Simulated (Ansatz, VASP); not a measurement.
# SiSn2: VASP beside Ansatz

```xyz
6
Lattice="3.2663 0.0000 0.0000 -1.6331 2.8287 0.0000 0.0000 0.0000 15.7901" Properties=species:S:1:pos:R:3 pbc="T T T"
Si    1.6331    0.9429   11.8426
Si    0.0000    1.8858    3.9475
Sn    1.6331    0.9429    1.5608
Sn    1.6331    0.9429    6.3342
Sn    0.0000    1.8858   14.2293
Sn    0.0000    1.8858    9.4559
```

Alike in both runs: task relaxation of cell and atoms; functional PBE; k mesh 12 × 12 × 4; occupations gaussian, width 0.1 eV; no spin polarisation.

|  | VASP | Ansatz |
| --- | --- | --- |
| version | VASP 6.6.1 | Ansatz 0.2.0 |
| potentials or method | VASP PAW PBE potentials, release 64 (Si, Sn_d) | scalar-relativistic, plane waves, PAW |
| plane-wave cutoff (eV) | 600 | 420 |
| valence electrons in the cell | 64 | 64 |

VASP gave:

```
gap on the k mesh at the Fermi level, each at its own relaxed structure (eV) : none
relaxed volume (Å³/atom)                                                     : 23.99
relaxed cell length with the largest relative difference (Å)                 : 3.269
energy change over the relaxation (meV/atom)                                 : -2
```

Task: Which values does Ansatz return?

Result: gap on the k mesh at the Fermi level, each at its own relaxed structure (eV): none; relaxed volume (Å³/atom): 23.99; relaxed cell length with the largest relative difference (Å): 3.270; energy change over the relaxation (meV/atom): -2.

A gap of «none» marks a metal or a gap that the smearing closes.
